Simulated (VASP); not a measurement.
Data:

```yaml
crystal:
  lattice:
    - [5.26245, 2.62275, 2.62275]
    - [2.62275, 5.26245, 2.62275]
    - [2.62275, 2.62275, 5.26245]
  atoms:
    - { symbol: Mn, position: [0.00000, 0.00000, 0.00000], spin: 4.2 }
    - { symbol: Mn, position: [0.50000, 0.50000, 0.50000], spin: -4.2 }
    - { symbol: S, position: [0.25000, 0.25000, 0.25000] }
    - { symbol: S, position: [0.75000, 0.75000, 0.75000] }
```

These are vdW-DF2, VASP's PBE PAW potentials (set 64) (plane waves; VASP) values and carry that method's errors. Numerical set-up: 520 eV cut-off, 8×8×8 Γ-centred mesh, tetrahedra with Blöchl corrections, potentials Mn_pv S.

The cores are frozen, which limits the accuracy of field gradients.

Q: Give the principal components of the electric field gradient (V/Å²) and the asymmetry η at each nucleus.

A: 
| atom | Vxx | Vyy | Vzz | η |
|---|---|---|---|---|
| Mn1 | 0.5 | 0.5 | -1.0 | 0.00 |
| Mn2 | 0.5 | 0.5 | -1.0 | 0.00 |
| S3 | 2.5 | 2.5 | -5.1 | 0.00 |
| S4 | 2.5 | 2.5 | -5.1 | 0.00 |

The compound is MnS in the rock salt, AFM-II order structure. It was relaxed first.
